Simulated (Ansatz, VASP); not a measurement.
## Be3ReH in VASP and in Ansatz

```
Be Re H
1.0
     2.48090    0.00000    0.00000
     0.00000    3.13403    0.00000
     0.00000    0.00000   11.66971
Be Re H
6 2 2
Direct
  0.50000 0.50000 0.50000
  0.50000 0.00000 0.00000
  0.00000 0.00000 0.59739
  0.00000 0.50000 0.09226
  0.00000 0.00000 0.40261
  0.00000 0.50000 0.90774
  0.50000 0.50000 0.72463
  0.50000 0.50000 0.27537
  0.50000 0.00000 0.80331
  0.50000 0.00000 0.19669
```

Change from the starting cell: the structure that the rattled cell fell into.

Alike in both runs: task single point; functional PBE; k mesh 8 × 6 × 2; occupations gaussian, width 0.1 eV; no spin polarisation.

|  | VASP | Ansatz |
| --- | --- | --- |
| version | VASP 6.6.1 | Ansatz 0.2.0 |
| potentials or method | VASP PAW PBE potentials, release 64 (Be, Re, H) | scalar-relativistic, plane waves, PAW |
| plane-wave cutoff (eV) | 520 | 420 |
| valence electrons in the cell | 28 | 44 |

Ansatz gave:

| Quantity | Value |
| --- | --- |
| gap on the k mesh at the Fermi level (eV) | none |
| pressure (GPa) | 0.0 |
| largest component of the traceless stress (GPa) | 0.15 |
| rms of the force components (eV/Å) | 0.018 |

Task: What did VASP give for the same quantities?

Result: gap on the k mesh at the Fermi level (eV): none; pressure (GPa): 0.1; largest component of the traceless stress (GPa): 0.77; rms of the force components (eV/Å): 0.015.

Atom by atom the forces differ by 0.013 eV/Å (rms over components). A gap of «none» marks a metal or a gap that the smearing closes. The two sets of potentials don't hold the same shells in valence.

Spin-orbit coupling is left out, which matters for the levels of Re.
